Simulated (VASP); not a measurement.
The input files of a VASP run:

### INCAR
```
ALGO = Normal
EDIFF = 1E-6
ENCUT = 400
GGA = PE
ISIF = 2
ISMEAR = 0
ISPIN = 2
LASPH = T
LCHARG = F
LMAXMIX = 4
LORBIT = 11
LREAL = F
LWAVE = F
MAGMOM = 0.0 2.0
NELM = 100
PREC = Accurate
SIGMA = 0.05
SYSTEM = LiV
```

**POSCAR**
```
LiV
1
    2.6817910000     0.0000000000     0.0000000000
    0.0000000000     2.6817910000     0.0000000000
    0.0000000000     0.0000000000     3.5150610000
Li V
1 1
Direct
  0.5000000000   0.5000000000   0.5000000000
  0.0000000000   0.0000000000   0.0000000000
```

File KPOINTS:
```
kpoints
0
G
 11 11 9
0 0 0
```

POTCAR, in this order: Li_sv V_sv (PBE.64 set). Program: vasp_std.

**Question.** Translate this PBE calculation to Quantum ESPRESSO's pw.x.

**Answer.** One equivalent input (not run):
```
&CONTROL
  calculation = 'scf'
  pseudo_dir = './pseudo'
  outdir = './out'
  tprnfor = .true.
  tstress = .true.
/
&SYSTEM
  ibrav = 0
  nat = 2
  ntyp = 2
  ecutwfc = 84
  occupations = 'smearing'
  smearing = 'gaussian'
  degauss = 0.003675
  input_dft = 'pbe'
  nspin = 2
  starting_magnetization(2) = 0.2
/
&ELECTRONS
  conv_thr = 7.3e-08
  electron_maxstep = 100
/
ATOMIC_SPECIES
  Li 6.940 Li.upf
  V 50.941 V.upf
CELL_PARAMETERS angstrom
     2.6817910    0.0000000    0.0000000
     0.0000000    2.6817910    0.0000000
     0.0000000    0.0000000    3.5150610
ATOMIC_POSITIONS crystal
  Li   0.5000000  0.5000000  0.5000000
  V    0.0000000  0.0000000  0.0000000
K_POINTS automatic
  11 11 9 0 0 0
```
The two are equivalent in intent, not identical: the potentials are each code's own (VASP's PAW set, PseudoDojo norm-conserving files in pw.x), so ENCUT and ecutwfc are chosen apart and not converted; conv_thr bounds pw.x's estimated SCF error, while EDIFF bounds the energy change between steps; starting_magnetization is a fraction of the valence charge and MAGMOM a moment in μB, so they match only roughly.

The structure was generated: LiV was put into an ordered model structure, which need not be its known phase. The cell was not relaxed at this level, and its volume differs by -5.9 % from the start's.
